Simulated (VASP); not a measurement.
# Mg: surface energy and work function by face, part 2 of 3

Which face of Mg is cheapest, and which holds its electrons hardest?

VASP 6.6.1; PBE; plane waves and PAW (Mg).

So far. Step 3 (The bulk reference, job self-consistent run, k-mesh …): The run ends at a pressure of 0.03 GPa.

## Step 4: Relaxing the slab, 8 atoms, face Mg(0001)

System of this step: Mg(0001). The cell holds 8 atoms: 8 Mg. Cell: a = 3.186 Å, b = 3.186 Å, c = 33.203 Å, α = 90.0°, β = 90.0°, γ = 60.0°. It derives from Mg. 8 layers of hcp Mg, cut at this functional's lattice. Vacuum lies along c.

All atoms relax at the fixed cell.

INCAR reads:

```
SYSTEM = Mg
PREC = Normal
ENCUT = 320
EDIFF = 1E-05
NELM = 120
ISMEAR = 1
SIGMA = 0.15
LREAL = .FALSE.
ALGO = Fast
GGA = PE
NBANDS = 16
LORBIT = 11
LWAVE = .FALSE.
LCHARG = .FALSE.
KPAR = 4
IBRION = 2
NSW = 40
ISIF = 2
EDIFFG = -0.03
POTIM = 0.4
MAXMIX = 40
```

POSCAR reads:

```
Mg
1.0
    3.1860766375      0.0000000000      0.0000000000
    1.5930383187      2.7592233065      0.0000000000
    0.0000000000      0.0000000000     33.2026618364
Mg
8
Direct
    0.6666666700      0.6666666700      0.2258855000
    0.0000000000      0.0000000000      0.3042039300
    0.6666666700      0.6666666700      0.3825223600
    0.0000000000      0.0000000000      0.4608407900
    0.6666666700      0.6666666700      0.5391592100
    0.0000000000      0.0000000000      0.6174776400
    0.6666666700      0.6666666700      0.6957960700
    0.0000000000      0.0000000000      0.7741145000
```

KPOINTS reads:

```
Automatic mesh
0
Gamma
12 12 1
0 0 0
```

Potentials, in the order of the species: Mg (PBE family, release 64).

On the command line:

```
> mpirun -np 4 vasp_std
```

The program printed:

```text
[banner, memory and clock lines left out]
running    4 mpi-ranks, on    1 nodes
 distrk:  each k-point on    1 cores,    4 groups
 distr:  one band on    1 cores,    1 groups

 POSCAR found type information on POSCAR Mg
 POSCAR found :  1 types and       8 ions
 LDA part: xc-table for (Slater+PW92), standard interpolation
 POSCAR, INCAR and KPOINTS ok, starting setup
 FFT: planning ... GRIDC
 FFT: planning ... GRID_SOFT
 FFT: planning ... GRID
 WAVECAR not read
 entering main loop
       N       E                     dE             d eps       ncg     rms          rms(c)
DAV:   1     0.133432556211E+02    0.13343E+02   -0.31912E+03   608   0.461E+02
DAV:   2    -0.107245086599E+02   -0.24068E+02   -0.21949E+02   824   0.684E+01
DAV:   3    -0.116361906104E+02   -0.91168E+00   -0.88374E+00   856   0.130E+01
DAV:   4    -0.116571194694E+02   -0.20929E-01   -0.20918E-01   832   0.240E+00
DAV:   5    -0.116580047186E+02   -0.88525E-03   -0.88520E-03   952   0.446E-01    0.210E+00
RMM:   6    -0.119516235681E+02   -0.29362E+00   -0.39592E-01   629   0.106E+00    0.189E+00
RMM:   7    -0.114915719250E+02    0.46005E+00   -0.53198E-02   630   0.520E-01    0.118E+00
RMM:   8    -0.114238154813E+02    0.67756E-01   -0.31754E-02   636   0.630E-01    0.432E-01
RMM:   9    -0.114191683420E+02    0.46471E-02   -0.89736E-03   635   0.416E-01    0.911E-02
RMM:  10    -0.114188881767E+02    0.28017E-03   -0.12737E-03   639   0.180E-01    0.337E-02
RMM:  11    -0.114188868329E+02    0.13438E-05   -0.41625E-04   635   0.101E-01    0.151E-02
RMM:  12    -0.114188753256E+02    0.11507E-04   -0.10177E-04   582   0.471E-02    0.825E-03
RMM:  13    -0.114188818033E+02   -0.64777E-05   -0.45748E-05   540   0.305E-02
   1 F= -.11418882E+02 E0= -.11417341E+02  d E =-.114189E+02
 curvature:   0.00 expect dE= 0.000E+00 dE for cont linesearch  0.000E+00
 trial: gam= 0.00000 g(F)=  0.458E-03 g(S)=  0.000E+00 ort = 0.000E+00 (trialstep = 0.100E+01)
 search vector abs. value=  0.458E-03
 bond charge predicted
       N       E                     dE             d eps       ncg     rms          rms(c)
DAV:   1    -0.114193346131E+02   -0.45929E-03   -0.78644E-04   824   0.150E-01    0.629E-03
RMM:   2    -0.114193369487E+02   -0.23356E-05   -0.39481E-05   577   0.345E-02
   2 F= -.11419337E+02 E0= -.11417830E+02  d E =-.455145E-03
[... from here on, the cycles between the ionic steps are left out ...]
   3 F= -.11420394E+02 E0= -.11419007E+02  d E =-.151232E-02
   4 F= -.11421128E+02 E0= -.11419996E+02  d E =-.224599E-02
   5 F= -.11421739E+02 E0= -.11420653E+02  d E =-.611542E-03
   6 F= -.11423180E+02 E0= -.11422199E+02  d E =-.205222E-02
   7 F= -.11424232E+02 E0= -.11423399E+02  d E =-.310392E-02
   8 F= -.11424899E+02 E0= -.11424094E+02  d E =-.667426E-03
   9 F= -.11426385E+02 E0= -.11425632E+02  d E =-.215288E-02
 curvature: -16.30 expect dE=-0.260E-02 dE for cont linesearch -0.493E-03
 ZBRENT: increasing intervall
 opt :  14.7227  next Energy=   -11.426933 (dE=-0.270E-02)
 bond charge predicted
       N       E                     dE             d eps       ncg     rms          rms(c)
DAV:   1    -0.114263597311E+02    0.18598E-04   -0.19360E-01   616   0.251E+00    0.887E-02
RMM:   2    -0.114267659884E+02   -0.40626E-03   -0.52275E-03   642   0.446E-01    0.943E-03
RMM:   3    -0.114268993302E+02   -0.13334E-03   -0.12983E-03   718   0.221E-01    0.321E-03
RMM:   4    -0.114269146498E+02   -0.15320E-04   -0.14607E-04   659   0.752E-02    0.273E-03
RMM:   5    -0.114269178308E+02   -0.31810E-05   -0.16932E-05   469   0.268E-02
  10 F= -.11426918E+02 E0= -.11426175E+02  d E =-.268612E-02
 curvature: -18.15 expect dE=-0.111E-02 dE for cont linesearch -0.173E-03
 trial: gam= 0.00000 g(F)=  0.609E-04 g(S)=  0.000E+00 ort =-0.137E-03 (trialstep = 0.412E+01)
 search vector abs. value=  0.609E-04
 reached required accuracy - stopping structural energy minimisation
```

Run time: 18 s. Hardware: 4 MPI ranks of Intel Xeon 6975P-C (Granite Rapids), shared host; peak memory 0.76 GiB; 70 s of CPU time.

From OUTCAR (step 4):

```text
  LATTYP: Found a hexagonal cell.
 ALAT       =     3.1860766375
 C/A-ratio  =    10.4211748850

 Subroutine GETGRP returns: Found 12 space group operations
 (whereof  6 operations were pure point group operations)

The static configuration has the point symmetry C_3v.
 The point group associated with its full space group is D_3d.

 Found     19 irreducible k-points:

   k-points           NKPTS =     19   k-points in BZ     NKDIM =     19   number of bands    NBANDS=     16

   dimension x,y,z NGX =    14 NGY =   14 NGZ =  150
   dimension x,y,z NGXF=    28 NGYF=   28 NGZF=  300

   ENCUT  =  320.0 eV  23.52 Ry    4.85 a.u.   4.65  4.65 48.43*2*pi/ulx,y,z

   NELECT =      16.0000    total number of electrons

 E-fermi :   0.3364

 k-point     1 :       0.0000    0.0000    0.0000
  band No.  band energies     occupation
    ...
      5      -4.7343      2.00000
      6      -3.9186      2.00000
      7      -2.9648      2.00000
      8      -1.8398      2.00000
      9      -0.9633      2.00000
     10       0.4676     -0.01362
     11       1.6810     -0.00000
     12       2.7965     -0.00000
     13       3.5085      0.00000
     14       4.3177      0.00000
    ...

 k-point     2 :       0.0833    0.0000    0.0000
  band No.  band energies     occupation
    ...
      5      -4.5990      2.00000
      6      -3.7842      2.00000
      7      -2.8314      2.00000
      8      -1.7070      2.00000
      9      -0.8362      2.00000
     10       0.5962     -0.03435
     11       1.8084     -0.00000
     12       2.9240     -0.00000
     13       3.6404      0.00000
     14       4.4463      0.00000
    ...

  Total       -0.1511897     -0.1511897      0.0570401      0.0000000      0.0000000      0.0000000
  in kB       -0.8298830     -0.8298830      0.3130942      0.0000000      0.0000000      0.0000000
  external PRESSURE =      -0.4488906 kB  Pullay stress =       0.0000000 kB

  energy-cutoff  :      320.00
  volume of cell :      291.89
      direct lattice vectors                 reciprocal lattice vectors
     3.186076637  0.000000000  0.000000000     0.313865645 -0.181210415  0.000000000
     1.593038319  2.759223307  0.000000000     0.000000000  0.362420830  0.000000000
     0.000000000  0.000000000 33.202661836     0.000000000  0.000000000  0.030118067

 POSITION                                       TOTAL-FORCE (eV/Angst)
 -----------------------------------------------------------------------------------
      3.18608      1.83948      7.60192        -0.000000     -0.000000      0.005121
      1.59304      2.75922     10.21791         0.000000      0.000000      0.000931
      3.18608      1.83948     12.77830         0.000000     -0.000000     -0.015958
      1.59304      2.75922     15.33308         0.000000      0.000000     -0.022521
      3.18608      1.83948     17.86958        -0.000000     -0.000000      0.022521
      3.18608      0.00000     20.42436        -0.000000     -0.000000      0.015958
      3.18608      1.83948     22.98475        -0.000000     -0.000000     -0.000931
      0.00000      0.00000     25.60074        -0.000000      0.000000     -0.005121
 -----------------------------------------------------------------------------------
    total drift:                                0.000067      0.000039     -0.000027

  FREE ENERGIE OF THE ION-ELECTRON SYSTEM (eV)
  ---------------------------------------------------
  free  energy   TOTEN  =       -11.4269178308 eV

  energy  without entropy=      -11.4246892712  energy(sigma->0) =      -11.42617498

 total charge
# of ion       s       p       d       tot
------------------------------------------
    1        0.215   0.111   0.008   0.334
    2        0.209   0.128   0.012   0.349
    3        0.209   0.131   0.012   0.352
    4        0.209   0.132   0.012   0.353
    5        0.209   0.132   0.012   0.353
    6        0.209   0.131   0.012   0.352
    7        0.209   0.128   0.012   0.349
    8        0.215   0.111   0.008   0.334
--------------------------------------------------
tot          1.684   1.005   0.085   2.775

[... 1 part as in an earlier step ...]

[... 7 further parts left out ...]
```

CONTCAR:

```
Mg
   1.00000000000000
     3.1860766374999998    0.0000000000000000    0.0000000000000000
     1.5930383186999999    2.7592233065000000    0.0000000000000000
     0.0000000000000000    0.0000000000000000   33.2026618363999972
  Mg
     8
Direct
     0.6666666699999979    0.6666666699999979    0.2289552135059488
     0.0000000000000000    1.0000000000000000    0.3077436570020904
     0.6666666699999979    0.6666666699999979    0.3848578446016360
     0.0000000000000000    1.0000000000000000    0.4618026918772842
     0.6666666699999979    0.6666666699999979    0.5381973081227158
     1.0000000000000000    0.0000000000000000    0.6151421553983639
     0.6666666699999979    0.6666666699999979    0.6922563429979096
     0.0000000000000000    0.0000000000000000    0.7710447864940512
```

The run keeps the 12 symmetry operations of its start, so it cannot find a distortion of lower symmetry.

Step by step:

| step | energy less that of the first step (eV) | largest force (eV/Å) |
| --- | --- | --- |
| 1 | 0.0000 | 0.0765 |
| 2 | -0.0005 | 0.0685 |
| 3 | -0.0015 | 0.0460 |
| 4 | -0.0022 | 0.0430 |
| 5 | -0.0029 | 0.0377 |
| 6 | -0.0043 | 0.0366 |
| 7 | -0.0053 | 0.0679 |
| 8 | -0.0060 | 0.0594 |
| 9 | -0.0075 | 0.0333 |
| 10 | -0.0080 | 0.0225 |

The atoms that moved most (Å):

| atom | dx | dy | dz | length |
| --- | --- | --- | --- | --- |
| Mg2 | 0.000 | 0.000 | 0.118 | 0.118 |
| Mg7 | 0.000 | 0.000 | -0.118 | 0.118 |
| Mg8 | 0.000 | 0.000 | -0.102 | 0.102 |
| Mg1 | 0.000 | 0.000 | 0.102 | 0.102 |
| Mg6 | 0.000 | 0.000 | -0.078 | 0.078 |
| Mg3 | 0.000 | 0.000 | 0.078 | 0.078 |
| Mg4 | 0.000 | 0.000 | 0.032 | 0.032 |
| Mg5 | 0.000 | 0.000 | -0.032 | 0.032 |

Final coordinates:

```cif
data_structure
_symmetry_space_group_name_H-M 'P 1'
_symmetry_Int_Tables_number 1
_cell_length_a 3.1861
_cell_length_b 3.1861
_cell_length_c 33.2027
_cell_angle_alpha 90.000
_cell_angle_beta 90.000
_cell_angle_gamma 60.000
_cell_volume 291.89
loop_
_atom_site_label
_atom_site_type_symbol
_atom_site_fract_x
_atom_site_fract_y
_atom_site_fract_z
_atom_site_occupancy
Mg1 Mg 0.66667 0.66667 0.22896 1
Mg2 Mg 0.00000 0.00000 0.30774 1
Mg3 Mg 0.66667 0.66667 0.38486 1
Mg4 Mg 0.00000 0.00000 0.46180 1
Mg5 Mg 0.66667 0.66667 0.53820 1
Mg6 Mg 0.00000 0.00000 0.61514 1
Mg7 Mg 0.66667 0.66667 0.69226 1
Mg8 Mg 0.00000 0.00000 0.77104 1
```

Numbers from this step:

- electronic cycles: 51
- electrons: 16
- free energy (TOTEN): -11.43 eV
- energy at zero smearing: -11.43 eV
- Fermi energy: 0.3364 eV

The run ended after 10 ionic steps, 0.008 eV below its first step, once the forces on the free atoms met EDIFFG = -0.03.

## Step 5: Vacuum level and density of states, 8 atoms, face Mg(0001)

A static run writes the electrostatic potential without exchange and correlation (LVHAR), which is flat in the vacuum and gives the level to count from. The dipole correction cancels the field that unlike faces would set up across the vacuum.

INCAR reads:

```
SYSTEM = Mg
PREC = Normal
ENCUT = 320
EDIFF = 1E-06
NELM = 120
ISMEAR = 1
SIGMA = 0.15
LREAL = .FALSE.
ALGO = Fast
GGA = PE
NBANDS = 16
LORBIT = 11
LWAVE = .FALSE.
LCHARG = .TRUE.
KPAR = 4
IDIPOL = 3
LDIPOL = .TRUE.
DIPOL = 0.5 0.5 0.5
LVHAR = .TRUE.
LVACPOTAV = .TRUE.
NEDOS = 1500
```

POSCAR reads:

```
Mg
1.0
    3.1860766375      0.0000000000      0.0000000000
    1.5930383187      2.7592233065      0.0000000000
    0.0000000000      0.0000000000     33.2026618364
Mg
8
Direct
    0.6666666700      0.6666666700      0.2289552135
    0.0000000000      0.0000000000      0.3077436570
    0.6666666700      0.6666666700      0.3848578446
    0.0000000000      0.0000000000      0.4618026919
    0.6666666700      0.6666666700      0.5381973081
    0.0000000000      0.0000000000      0.6151421554
    0.6666666700      0.6666666700      0.6922563430
    0.0000000000      0.0000000000      0.7710447865
```

KPOINTS is that of step 4.

On the command line:

```
> mpirun -np 4 vasp_std
```

The program printed:

```text
[... set-up lines as in an earlier step ...]
 entering main loop
       N       E                     dE             d eps       ncg     rms          rms(c)
DAV:   1     0.136584429893E+02    0.13658E+02   -0.31951E+03   608   0.461E+02
DAV:   2    -0.107257200332E+02   -0.24384E+02   -0.22193E+02   824   0.688E+01
DAV:   3    -0.116495634585E+02   -0.92384E+00   -0.89605E+00   856   0.131E+01
DAV:   4    -0.116706836872E+02   -0.21120E-01   -0.21111E-01   832   0.243E+00
DAV:   5    -0.116715706329E+02   -0.88695E-03   -0.88690E-03   944   0.450E-01    0.210E+00
RMM:   6    -0.120285631080E+02   -0.35699E+00   -0.42989E-01   744   0.108E+00    0.196E+00
RMM:   7    -0.114893670730E+02    0.53920E+00   -0.94270E-02   742   0.593E-01    0.116E+00
RMM:   8    -0.114307689846E+02    0.58598E-01   -0.33454E-02   681   0.641E-01    0.412E-01
RMM:   9    -0.114270203724E+02    0.37486E-02   -0.10148E-02   748   0.411E-01    0.858E-02
RMM:  10    -0.114268230390E+02    0.19733E-03   -0.14346E-03   748   0.173E-01    0.301E-02
RMM:  11    -0.114268367490E+02   -0.13710E-04   -0.41548E-04   800   0.950E-02    0.149E-02
RMM:  12    -0.114268318646E+02    0.48843E-05   -0.93881E-05   767   0.425E-02    0.706E-03
RMM:  13    -0.114268479148E+02   -0.16050E-04   -0.36492E-05   742   0.261E-02    0.432E-03
RMM:  14    -0.114268709754E+02   -0.23061E-04   -0.17377E-05   729   0.169E-02    0.203E-03
RMM:  15    -0.114268750714E+02   -0.40960E-05   -0.52315E-06   690   0.101E-02    0.144E-03
RMM:  16    -0.114268965517E+02   -0.21480E-04   -0.37316E-06   635   0.692E-03    0.933E-04
RMM:  17    -0.114268997960E+02   -0.32442E-05   -0.49094E-07   497   0.372E-03    0.580E-04
RMM:  18    -0.114269157348E+02   -0.15939E-04   -0.75508E-07   529   0.288E-03    0.407E-04
RMM:  19    -0.114269160756E+02   -0.34077E-06   -0.57103E-08   347   0.155E-03
 -----------------------------------------------------------------------------
|                                                                             |
|           W    W    AA    RRRRR   N    N  II  N    N   GGGG   !!!           |
|           W    W   A  A   R    R  NN   N  II  NN   N  G    G  !!!           |
|           W    W  A    A  R    R  N N  N  II  N N  N  G       !!!           |
|           W WW W  AAAAAA  RRRRR   N  N N  II  N  N N  G  GGG   !            |
|           WW  WW  A    A  R   R   N   NN  II  N   NN  G    G                |
|           W    W  A    A  R    R  N    N  II  N    N   GGGG   !!!           |
|                                                                             |
|     Did not find any points to average over, which means that no vacuum     |
|     field-free region was found. Please increase the size of  your cell     |
|     in the dimension of the dipole correction to obtain accurate            |
|     workfunction values.                                                    |
|                                                                             |
 -----------------------------------------------------------------------------

   1 F= -.11426916E+02 E0= -.11426172E+02  d E =-.223290E-02
```

Elapsed: 6 s, on 4 MPI ranks; peak memory 0.72 GiB.

From OUTCAR (step 5):

```text
   NELECT =      16.0000    total number of electrons

 dipolmoment           0.000000      0.000000      0.000000 electrons x Angstroem

 E-fermi :   0.3364

 k-point     1 :       0.0000    0.0000    0.0000
  band No.  band energies     occupation
    ...
      5      -4.7344      2.00000
      6      -3.9186      2.00000
      7      -2.9648      2.00000
      8      -1.8399      2.00000
      9      -0.9634      2.00000
     10       0.4676     -0.01370
     11       1.6811     -0.00000
     12       2.7975     -0.00000
     13       3.4920      0.00000
     14       4.3234      0.00000
    ...

  Total       -0.1511632     -0.1511632      0.0566607      0.0000000     -0.0000000     -0.0000000
  in kB       -0.8297374     -0.8297374      0.3110116      0.0000000     -0.0000000     -0.0000000
  external PRESSURE =      -0.4494877 kB  Pullay stress =       0.0000000 kB

 POSITION                                       TOTAL-FORCE (eV/Angst)
 -----------------------------------------------------------------------------------
      3.18608      1.83948      7.60192         0.000000      0.000000      0.005603
      0.00000      0.00000     10.21791         0.000000     -0.000000      0.000966
      3.18608      1.83948     12.77830         0.000000      0.000000     -0.015866
      0.00000      0.00000     15.33308        -0.000000     -0.000000     -0.021948
      3.18608      1.83948     17.86958         0.000000      0.000000      0.021948
      0.00000      0.00000     20.42436        -0.000000     -0.000000      0.015866
      3.18608      1.83948     22.98475        -0.000000     -0.000000     -0.000966
      0.00000      0.00000     25.60074        -0.000000     -0.000000     -0.005603
 -----------------------------------------------------------------------------------
    total drift:                                0.000067      0.000039     -0.000027

  FREE ENERGIE OF THE ION-ELECTRON SYSTEM (eV)
  ---------------------------------------------------
  free  energy   TOTEN  =       -11.4269160756 eV

  energy  without entropy=      -11.4246831745  energy(sigma->0) =      -11.42617178

 vacuum level on the upper side and lower side of the slab         3.990         3.990

[... 9 parts as in an earlier step ...]

[... 8 further parts left out ...]
```

Numbers from this step:

- electronic cycles: 19
- dipole moment: 0, 0, 0 e·Å
- vacuum levels: 3.99, 3.99 eV
- work functions of the upper and lower face: 3.654, 3.654 eV

The planar average of the electrostatic potential oscillates, so the rows of the table below give means over windows of 2.55 Å about each position, cut where the curve ends. Its maxima inside the range that stand out by 2 % of the span (Å: eV): 9.0: 0.943, 11.5: 0.845, 14.1: 0.792, 16.6: 0.728, 19.1: 0.792, 21.7: 0.845, 24.2: 0.943. Its minima: 7.6: -6.45, 10.2: -6.41, 12.7: -6.41, 15.4: -6.46, 17.8: -6.46, 20.5: -6.41, 23.0: -6.41, 25.6: -6.45.

Zero at the Fermi level. The planar average of the electrostatic potential by height; means over each step:

height (Å), planar average of the electrostatic potential (eV) and a bar from the least value:
```
     1.27       3.65 ##############################
     3.82       3.63 ##############################
     6.38      -0.07 #############
     8.92      -2.51 #
    11.47      -2.68 #
    14.03      -2.74 
    16.57      -2.82 
    19.12      -2.74 
    21.67      -2.68 #
    24.22      -2.51 #
    26.77      -0.27 ############
    29.32       3.63 ##############################
    31.87       3.65 ##############################
```

Density of states in the PAW spheres, an atom over height of the layer and energy from the Fermi level.

Ten even steps from '0' (0.000 states/eV) to '9' (0.089 states/eV), each cell a mean:
```
65666656
99899899
56877865
98777789
77777777
99988999
66777766
76655667
67666676
66777766
55455455
65655656
44555544
54444445
34444443
23333332
23344332
12222221
01222210
00000000
00000000
00000000
```
Columns: height of the layer (Å) from 7.6 to 25.6; rows upwards: energy from the Fermi level (eV) from -7.9 to 0.5.

Valence density in the ca plane at fractional y = 0.000, with atoms of Mg within 0.2 Å of it. It is the smooth field of the valence electrons, not physical close to the nuclei.

Ten even steps from '0' (0.00 e/Å³) to '9' (0.11 e/Å³), each cell a mean:
```
63236999999998632368999999887422443210000000
86568999999999865678999999888755653210000000
88888888888888888888888888888898753210000000
89998888777888889988887778878899753210000000
89998888878888889988888788888999753210000000
87778999999988877788899998888877753210000000
74347999999999753468999999887534553210000000
63225899999998632258999999986312343210000000
```
Columns run along c (16.0 Å, from fractional 0.44 to 0.92 of the cell), rows up along a (3.2 Å). Atoms in or near the plane, at fractional coordinates: Mg at (0.46, 0.00), Mg at (0.62, 0.00), Mg at (0.77, 0.00).

The map of layer states is cut here 0.5 eV above the Fermi level, so it leaves out the states above that.

The vacuum level lies 3.65 eV above the Fermi level at the upper face; both faces agree, as the slab has next to no dipole.

The program found no field-free point at its default tolerance, but its printed level agrees with the flat part of the planar average.

On this mesh the fine structure of the density of states is sampling noise, and high empty states may be cut by the number of bands.

(Continued in part 3 of 3.)

[Lines on the potential files, build, host, timing and source positions are cut from VASP's logs without a mark.]

[Logs are printed without paths, hosts, clocks, repeated set-up lines and the standing remarks that a program may print on its own settings, such as how far it seeks lower states.]

[Hosts, paths, dates, database ids (printed as entryN), source tags and the programs' standing remarks are cut or masked in the printed files.]

[Runs that stopped without an error message from VASP are left out.]
